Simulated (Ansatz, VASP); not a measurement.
**HfN in two plane-wave programs**

Wanted: the spread between two codes on one cell, functional and k mesh.

Main program and level: Ansatz 0.2.0; plane waves, with VASP 6.6.1 beside it; relaxation of cell and atoms at PBEsol.

The database entry behind the starting cell differs from later determinations by our own check (about 0.3 % short), so it need not match the best structure at ambient conditions.

### 1. Set-up

It takes space group Fm-3m (No. 225, cubic). Conventional cell: a = 4.512 Å, b = 4.512 Å, c = 4.512 Å, α = 90.00°, β = 90.00°, γ = 90.00°. Nearest to Hf lie 6 N at 2.26 Å. N has 6 Hf at 2.26 Å nearest. Farther neighbours and most contacts between anions are not listed.

### 2. VASP: relaxation of cell and atoms, PBEsol

The relaxed volume is the usual yardstick between codes: its relative difference is about their pressure difference at one cell divided by the bulk modulus.

Lines of VASP's logs that name or quote its potential files are left out, and so is its time.

INCAR

```
SYSTEM = HfN
PREC = Accurate
ENCUT = 520
EDIFF = 1E-06
NELM = 120
ISMEAR = 0
SIGMA = 0.05
LREAL = .FALSE.
ALGO = Normal
GGA = PS
NBANDS = 13
LORBIT = 11
LWAVE = .FALSE.
LCHARG = .FALSE.
KPAR = 4
IBRION = 2
NSW = 40
ISIF = 3
EDIFFG = -0.02
POTIM = 0.4
```

POSCAR

```
HfN
1.0
    0.0000000000      2.2560000000      2.2560000000
    2.2560000000      0.0000000000      2.2560000000
    2.2560000000      2.2560000000      0.0000000000
Hf N
1 1
Direct
    0.0000000000      0.0000000000      0.0000000000
    0.5000000000      0.5000000000      0.5000000000
```

KPOINTS

```
Automatic mesh
0
Gamma
7 7 7
0 0 0
```

Potentials, in the order of the species: Hf_pv and N (PBE family, release 64).

Command:

```sh
$ mpirun -np 4 vasp_std
```

Numbers of over 12 decimals in the logs are rounded to 6 here.

Log:

```text
[banner, memory and clock lines left out]
running    4 mpi-ranks, on    1 nodes
 distrk:  each k-point on    1 cores,    4 groups
 distr:  one band on    1 cores,    1 groups

 POSCAR found type information on POSCAR HfN
 POSCAR found :  2 types and       2 ions
|                                                                             |
|               ----> ADVICE to this user running VASP <----                  |
|                                                                             |
|     You enforced a specific xc type in the INCAR file but a different       |
|     [... a line on the potential file left out ...]
|     I HOPE YOU KNOW WHAT YOU ARE DOING!                                     |
|                                                                             |

 LDA part: xc-table for (Slater+PW92), standard interpolation
 POSCAR, INCAR and KPOINTS ok, starting setup
 FFT: planning ... GRIDC
 FFT: planning ... GRID_SOFT
 FFT: planning ... GRID
 WAVECAR not read
 entering main loop
       N       E                     dE             d eps       ncg     rms          rms(c)
DAV:   1     0.356894193473E+02    0.35689E+02   -0.80364E+03   520   0.109E+03
DAV:   2    -0.236421521796E+02   -0.59332E+02   -0.55714E+02   691   0.244E+02
DAV:   3    -0.256820840547E+02   -0.20399E+01   -0.20301E+01   600   0.368E+01
DAV:   4    -0.256918559771E+02   -0.97719E-02   -0.97487E-02   575   0.290E+00
DAV:   5    -0.256919323421E+02   -0.76365E-04   -0.76360E-04   598   0.217E-01    0.506E+01
DAV:   6    -0.230837050197E+02    0.26082E+01   -0.85153E+00   595   0.225E+01    0.421E+01
DAV:   7    -0.229997947520E+02    0.83910E-01   -0.50475E-01   535   0.627E+00    0.260E+01
DAV:   8    -0.229762420772E+02    0.23553E-01   -0.11257E-01   615   0.291E+00    0.561E+00
DAV:   9    -0.229698724808E+02    0.63696E-02   -0.23816E-02   600   0.117E+00    0.195E+00
DAV:  10    -0.229695889191E+02    0.28356E-03   -0.22833E-03   626   0.430E-01    0.472E-01
DAV:  11    -0.229695184383E+02    0.70481E-04   -0.18979E-04   595   0.134E-01    0.634E-02
DAV:  12    -0.229695180982E+02    0.34013E-06   -0.13610E-05   635   0.324E-02    0.704E-03
DAV:  13    -0.229695179121E+02    0.18608E-06   -0.19709E-07   280   0.464E-03
   1 F= -.22969518E+02 E0= -.22968416E+02  d E =-.229695E+02
 curvature:   0.00 expect dE= 0.000E+00 dE for cont linesearch  0.000E+00
 trial: gam= 0.00000 g(F)=  0.999E-61 g(S)=  0.179E-01 ort = 0.000E+00 (trialstep = 0.100E+01)
 search vector abs. value=  0.179E-01
 bond charge predicted
       N       E                     dE             d eps       ncg     rms          rms(c)
DAV:   1    -0.230203196711E+02   -0.50802E-01   -0.14232E+00   520   0.107E+01    0.419E+00
DAV:   2    -0.229788560811E+02    0.41464E-01   -0.63165E-02   570   0.219E+00    0.195E+00
DAV:   3    -0.229666845741E+02    0.12172E-01   -0.23473E-02   540   0.138E+00    0.127E+00
DAV:   4    -0.229660944068E+02    0.59017E-03   -0.21255E-03   650   0.394E-01    0.737E-01
DAV:   5    -0.229660583466E+02    0.36060E-04   -0.16033E-04   665   0.103E-01    0.217E-02
DAV:   6    -0.229660578875E+02    0.45908E-06   -0.79500E-06   540   0.274E-02
   2 F= -.22966058E+02 E0= -.22965046E+02  d E =0.346002E-02
 trial-energy change:    0.003460  1 .order    0.003702   -0.017938    0.025343
 step:   0.4227(harm=  0.4145)  dis= 0.00000  next Energy=   -22.973327 (dE=-0.381E-02)
 bond charge predicted
       N       E                     dE             d eps       ncg     rms          rms(c)
DAV:   1    -0.229913957506E+02   -0.25337E-01   -0.47230E-01   520   0.615E+00    0.242E+00
DAV:   2    -0.229776397460E+02    0.13756E-01   -0.21475E-02   570   0.127E+00    0.114E+00
DAV:   3    -0.229735833407E+02    0.40564E-02   -0.78677E-03   540   0.791E-01    0.744E-01
DAV:   4    -0.229733742380E+02    0.20910E-03   -0.78246E-04   655   0.236E-01    0.423E-01
DAV:   5    -0.229733509844E+02    0.23254E-04   -0.65289E-05   660   0.671E-02    0.149E-02
DAV:   6    -0.229733505403E+02    0.44406E-06   -0.38162E-06   535   0.189E-02
   3 F= -.22973351E+02 E0= -.22972285E+02  d E =-.383263E-02
 curvature:  -0.21 expect dE=-0.265E-07 dE for cont linesearch -0.265E-07
 trial: gam=-0.00267 g(F)=  0.384E-60 g(S)=  0.128E-06 ort = 0.479E-04 (trialstep = 0.885E+00)
 search vector abs. value=  0.101E-09
 reached required accuracy - stopping structural energy minimisation
```

From OUTCAR (step 2):

```text
ion  position               nearest neighbor table
   1  0.000  0.000  0.000-   2 2.26   2 2.26   2 2.26   2 2.26   2 2.26   2 2.26
   2  0.500  0.500  0.500-   1 2.26   1 2.26   1 2.26   1 2.26   1 2.26   1 2.26

  LATTYP: Found a face centered cubic cell.
 ALAT       =     4.5120000000

 Subroutine GETGRP returns: Found 48 space group operations
 (whereof 48 operations were pure point group operations)

The static configuration has the point symmetry O_h .

 Found     20 irreducible k-points:

   k-points           NKPTS =     20   k-points in BZ     NKDIM =     20   number of bands    NBANDS=     13

   dimension x,y,z NGX =    24 NGY =   24 NGZ =   24
   dimension x,y,z NGXF=    48 NGYF=   48 NGZF=   48

   ENCUT  =  520.0 eV  38.22 Ry    6.18 a.u.   5.93  5.93  5.93*2*pi/ulx,y,z

   NELECT =      15.0000    total number of electrons

 k-points in reciprocal lattice and weights: Automatic mesh
   0.00000000  0.00000000  0.00000000       0.003
   0.14285714  0.00000000  0.00000000       0.023
   0.28571429  0.00000000  0.00000000       0.023
   0.42857143  0.00000000  0.00000000       0.023
   0.14285714  0.14285714  0.00000000       0.017
   0.28571429  0.14285714  0.00000000       0.070
   0.42857143  0.14285714  0.00000000       0.070
  -0.42857143  0.14285714  0.00000000       0.070
  -0.28571429  0.14285714  0.00000000       0.070
[...]
-0.42857143  0.42857143  0.14285714       0.070
  -0.28571429  0.42857143  0.14285714       0.070

 average (electrostatic) potential at core
       1 -34.2147       2 -61.5508

 E-fermi :   8.6224

 k-point     1 :       0.0000    0.0000    0.0000
  band No.  band energies     occupation
    ...
      6       5.3394      2.00000
      7       5.3394      2.00000
      8       7.9789      2.00000
      9       7.9789      2.00000
     10       7.9789      2.00000
     11      10.3340      0.00000
     12      10.3484      0.00000
     13      10.3484      0.00000

 k-point     2 :       0.1429    0.0000    0.0000
  band No.  band energies     occupation
    ...
      6       4.3442      2.00000
      7       4.3442      2.00000
      8       8.3674      2.00000
      9       8.6208      1.03623
     10       8.6208      1.03623
     11      11.6233      0.00000
     12      11.7802      0.00000
     13      11.7802      0.00000

 k-point     3 :       0.2857    0.0000    0.0000
  band No.  band energies     occupation
    ...
      3     -22.6788      2.00000
      4      -7.5810      2.00000
      5       1.2835      2.00000
      6       2.9698      2.00000
      7       2.9698      2.00000
      8       9.2284      0.00000
      9      10.1552      0.00000
     10      10.1552      0.00000
     11      13.5864      0.00000
     12      14.5181      0.00000
    ...

  Total       -0.0014875     -0.0014875     -0.0014875      0.0000000     -0.0000000      0.0000000
  in kB       -0.1052109     -0.1052109     -0.1052109      0.0000000     -0.0000000      0.0000000
  external PRESSURE =      -0.1052109 kB  Pullay stress =       0.0000000 kB

  energy-cutoff  :      520.00
  volume of cell :       22.65
      direct lattice vectors                 reciprocal lattice vectors
     0.000000000  2.245757825  2.245757825    -0.222641994  0.222641994  0.222641994
     2.245757825  0.000000000  2.245757825     0.222641994 -0.222641994  0.222641994
     2.245757825  2.245757825  0.000000000     0.222641994  0.222641994 -0.222641994

 POSITION                                       TOTAL-FORCE (eV/Angst)
 -----------------------------------------------------------------------------------
      0.00000      0.00000      0.00000        -0.000000     -0.000000      0.000000
      2.24576      2.24576      2.24576         0.000000      0.000000     -0.000000
 -----------------------------------------------------------------------------------
    total drift:                                0.000000     -0.000000     -0.000000

  FREE ENERGIE OF THE ION-ELECTRON SYSTEM (eV)
  ---------------------------------------------------
  free  energy   TOTEN  =       -22.9733505403 eV

  energy  without entropy=      -22.9712187298  energy(sigma->0) =      -22.97228464

 reached required accuracy - stopping structural energy minimisation

 total charge
# of ion       s       p       d       tot
------------------------------------------
    1        0.298   6.602   1.808   8.707
    2        1.229   2.506   0.000   3.734
--------------------------------------------------
tot          1.526   9.107   1.808  12.442

[... 3 further parts left out ...]
```

Harder data sets than Hf_pv exist (the GW ones), and pressures, volumes and forces can shift noticeably with them.

### 3. Ansatz: relaxation of cell and atoms, PBEsol

Ansatz runs on its default PAW (the set named soft_2) files.

The same cell, functional, mesh and smearing now go to Ansatz, which takes its cutoff from its data sets.

input.yaml

```yaml
crystal:
  lattice:
    - [0.0, 2.256, 2.256]
    - [2.256, 0.0, 2.256]
    - [2.256, 2.256, 0.0]
  atoms:
    - { symbol: Hf, position: [0.0, 0.0, 0.0] }
    - { symbol: "N", position: [0.5, 0.5, 0.5] }
hamiltonian:
  xc: pbesol
  pseudopotentials: { kind: paw }
kpoints:
  mp_grid: { grid: [7, 7, 7] }
scf:
  occupations: { method: gaussian, width: 0.05 }
relax:
  f_tol: 0.01
  max_steps: 60
  cell: { stress_tol: 0.05 }
output:
  forces: true
  stress: true
```

Command:

```sh
$ ansatz run input.yaml --threads 4 --pin off --max-ram 9216MiB --backend cpu --events-out ev --progress --plain --runs-dir out
```

Log:

```text
Engine: ansatz 0.2.0, aarch64-unknown-linux-gnu
Pseudopotentials: kind: paw
Pseudopotential: Hf, paw, valence charge 26, recommended cutoff 420 eV (normal), Hf.paw.azcp
Pseudopotential: N, paw, valence charge 5, recommended cutoff 420 eV (normal), N.paw.azcp
Functional definition: PBEsol
  exchange = pbesol_x
  correlation = pbesol_c
Crystal: 2 atoms, lattice volume = 22.964 Å³
Basis set: ecut = 420 eV, 459 PW (Γ), exchange–correlation on 48×48×48 points (8 copies of the dense FFT grid, shifted against one another)
Bands: 20, of which v1, the nominal top of the filled ones, is band 16 counted from 1 (15 counted from 0)
Symmetry: 48 space group operations
Space group: Fm-3m (ITA 225), of the structure as read, at distance tolerance 2.8e-5 Å
k-points: 20 of 343
Non-local potential: Hf, projectors of the file, l = 0: 3, l = 1: 2, l = 2: 2, l = 3: 3
Non-local potential: N, projectors of the file, l = 0: 2, l = 1: 2, l = 2: 1
PAW form: soft (Blöchl's): semilocal exchange-correlation on the pseudo side does not see the compensation charge
PAW frozen core: Hf, regenerated for the run's functional, and the local potential with it (the file was generated under x = pbe(κ = 0.804, μ = 0.219515), c = pbe(β = 0.066725))
PAW frozen core: N, regenerated for the run's functional, and the local potential with it (the file was generated under x = pbe(κ = 0.804, μ = 0.219515), c = pbe(β = 0.066725))
PAW one-centre angular grid: Hf, 590 points (default); XC on 64 Gauss nodes
PAW one-centre angular grid: N, 110 points (default); XC on 64 Gauss nodes
Initial density: superposition of atomic densities (neutral atoms: chi_scale 0, normalization atom), corrected by the library's trained network
Initial wavefunctions: pseudopotential atomic-orbital guess
Functional: x = pbesol(κ = 0.804, μ = 0.123457), c = pbesol(β = 0.046)
SCF iter   1: F=—  HF=-15980.234011 eV  |F-HF|=—  |Δ(HF+E_count)|=         —  Δρ=9.30e-3  dr2=1.82e-2  ethr=1.77e-3  ⟨swp⟩=5.2  Hψ=1673  notcnv=0
preconditioner: auto → none  [insulator: Δε(μ)=0.082 eV  Ē_g=18.981 eV  σ=0.050 eV  W_gap=0.60  n_scr=14 (ndim 8)  ℏωp=41.7 eV  f_vac=0.000  D(μ)=1.21/eV (n_scr^D=14)  ε∞_Penn≈5.8]
SCF iter   2: F=—  HF=-15980.229325 eV  |F-HF|=—  |Δ(HF+E_count)|=   4.69e-3  Δρ=2.47e-3  dr2=1.32e-3  ethr=5.87e-5  ⟨swp⟩=2.0  Hψ=659  notcnv=0  defer=6
SCF iter   3: F=—  HF=-15980.229058 eV  |F-HF|=—  |Δ(HF+E_count)|=   2.67e-4  Δρ=5.22e-4  dr2=2.74e-5  ethr=4.27e-6  ⟨swp⟩=2.0  Hψ=606  notcnv=0  defer=6
SCF iter   4: F=—  HF=-15980.229025 eV  |F-HF|=—  |Δ(HF+E_count)|=   3.28e-5  Δρ=2.97e-4  dr2=8.89e-6  ethr=8.82e-8  ⟨swp⟩=2.1  Hψ=709  notcnv=0  defer=6
iter 5 did not close the SCF: its close was put off for the readings that it lacked (scf_convergence_deferred on its scf_iter line)
SCF iter   5: F=-15980.229024 eV  HF=-15980.229024 eV  |F-HF|=5.41e-8  |Δ(HF+E_count)|=   9.08e-7  Δρ=2.66e-5  dr2=8.82e-8  ethr=2.87e-8  ⟨swp⟩=2.1  Hψ=510  notcnv=0  defer=6
SCF iter   6: F=-15980.229024 eV  HF=-15980.229024 eV  |F-HF|=8.02e-10  |Δ(HF+E_count)|=   1.58e-8  Δρ=2.79e-6  dr2=1.12e-9  ethr=2.85e-10  ⟨swp⟩=3.3  Hψ=1728  notcnv=0
SCF 1 converged in 6 iterations: F = -15980.229024 eV  dr2 = 1.12e-9
  greatest PAW one-centre occupation: 0.998 electrons in one spin orbital (limit 2), on the Hf atom at site 0 (counted from 0), in its partial waves of l = 3
relax step   1: F+E_penalty+E_count = -15980.22902432 eV  Δ(F+E_penalty+E_count) = +0.000e0 eV  max|allowed force component| = 3.287e-30 eV/Å  Δτ_max = 0.0000 Å  P = -1.765 GPa  Ω = 22.964 Å³  (6 SCF iters, dr2 threshold 1.00e-7 eV, accepted)
[...]
relax step   2: F+E_penalty+E_count = -15980.23029093 eV  Δ(F+E_penalty+E_count) = -1.267e-3 eV  max|allowed force component| = 2.662e-30 eV/Å  Δτ_max = 0.0000 Å  P = +0.943 GPa  Ω = 22.747 Å³  energy of the carried Pulay correction = +6.944e-4 eV  (6 SCF iters, dr2 threshold 2.00e-7 eV, accepted)
[...]
relax step   3: F+E_penalty+E_count = -15980.23026821 eV  Δ(F+E_penalty+E_count) = +2.271e-5 eV  max|allowed force component| = 2.531e-30 eV/Å  Δτ_max = 0.0000 Å  P = -0.009 GPa  Ω = 22.822 Å³  energy of the carried Pulay correction = +4.534e-4 eV  (6 SCF iters, dr2 threshold 2.00e-7 eV, accepted)
[...]
relax step   4: F+E_penalty+E_count = -15980.23002873 eV  Δ(F+E_penalty+E_count) = +2.395e-4 eV  max|allowed force component| = 3.550e-30 eV/Å  Δτ_max = 0.0000 Å  P = -0.032 GPa  Ω = 22.822 Å³  stress off target by 3.20e-2 GPa  SCF on the basis re-selected at this cell (its energy is not comparable with the rows above)  (8 SCF iters)
basis re-selected at this cell: Δ(F+E_penalty+E_count) = +2.395e-4 eV, ΔP = -0.023 GPa vs the last step (what re-selecting the basis moved, of the pressure what is left beyond the Pulay correction that the steps carried, after the strain that the cell walked since its last selection, with what the two solves' SCF thresholds leave and, on support functions, any second-order correction that the steps lacked; it is no m [...]
SCF converged after 8 iterations
Free energy (F): -15980.230029 eV
Harris-Foulkes:  -15980.230029 eV  (|F-HF|=0.00e0)
Internal energy: -15980.228346 eV  (E = F + TS)
E sigma→0 (E₀):  -15980.229187 eV
Entropy (-TS):   -0.001683 eV (-0.841 meV/atom)
Fermi energy:    24.207977 eV
--- Per-component energies (eV) ---
  E_band       = 186.538393
  E_kinetic    = 557.417836
  E_local      = -4696.121794  (includes V_loc(G=0)·N_el)
  E_nonlocal   = -1192.585762
  E_hartree    = 2230.785746
  E_xc         = -359.055271
  E_vxc        = -344.582573  (∫ρ·V_xc dr)
  E_paw        = -6929.706960  (= ΣΔE_a)
  E_vpaw       = 1400.839102  (= ΣTr[D̂ρ^β])
  E_aug_tail   = 0.000093  (compensation charges beyond the density's cutoff)
  E_ewald      = -5592.241424
  E_core_change = 1.279190  (= ΣΔE_core)
  E_smearing   = -0.001683  (= −TS)
  E_closure    = -0.000000  (closes the sum)
  Σ components = -15980.230029   (vs F -15980.230029, Δ=0.00e0)
--- Forces (eV/Å), atoms counted from 1 ---
  atom   1  Hf    -0.00000000     0.00000000    -0.00000000
  atom   2  N      0.00000000    -0.00000000     0.00000000
  max |Σ_I F_I| component: 4.93e-30 eV/Å
--- Stress (GPa, compression-positive) ---
       -0.032041      -0.000000      -0.000000
       -0.000000      -0.032041      -0.000000
       -0.000000       0.000000      -0.032041
  P = ⅓ Tr σ = -0.0320 GPa (-0.320 kbar)
--- Relaxed structure (3 steps of the walk, 3 accepted, 1 SCFs on fresh bases) ---
  F+E_penalty+E_count = -15980.23002873 eV   max|allowed force component| = 3.550e-30 eV/Å   (the final SCF, on the basis selected at the relaxed cell)
  cell:  # Å, volume = 22.8220 Å³
    - [0, 2.251340, 2.251340]
    - [2.251340, 0, 2.251340]
    - [2.251340, 2.251340, 0]
  atoms:
    - { symbol: Hf, position: [0, 0, 0] }
    - { symbol: N, position: [0.5, 0.5, 0.5] }
```

The job ended after 1.3 s (4 threads of Arm Neoverse V2, shared host; peak memory 0.28 GiB; 3.4 s of CPU time).

### 4. Differences

Known differences besides the potentials themselves: both relaxations stop at a tolerance, which leaves soft axes loose, and VASP keeps its plane-wave basis; the data sets hold 31 valence electrons in Ansatz (default PAW (the set named soft_2) files) and 15 in VASP; the cutoff is 420 eV in Ansatz and 520 eV in VASP; Ansatz makes its cores anew for this functional, VASP keeps those of its PBE data sets; VASP leaves aspherical gradient terms in its spheres out (LASPH is not set), Ansatz keeps them; Ansatz adds a Pulay correction to the stress that steers its cell, VASP none. Total energies have different zeros and are not compared.

The two programs side by side:

```csv
quantity,Ansatz,VASP,difference
volume (Å³),22.82,22.65,+0.75 %
"edge a after relaxation, in the typed setting (Å)",3.184,3.176,+0.25 %
```

The walks stopped with -0.03 GPa left in Ansatz and -0.01 GPa in VASP; each walk ends within a tolerance, so the volume difference is uncertain by about these residues over the bulk modulus, most in soft cells.

### 5. Results

- difference in volume (relaxation of cell and atoms, PBEsol): 0.75 %

In words: The difference in volume is 0.75 % (relaxation of cell and atoms, PBEsol), within the 1.2 % picked in this series as the mark of a large difference, as far as the stopping tolerances let one tell. How closely two codes agree says nothing of how well the functional describes the real material.

[Lines on the potential files, build, host, timing and source positions are cut from VASP's logs without a mark.]

[Logs are printed without paths, hosts, clocks, repeated set-up lines and the standing remarks that a program may print on its own settings, such as how far it seeks lower states.]

[Hosts, paths, dates, database ids (printed as entryN), source tags and the programs' standing remarks are cut or masked in the printed files.]
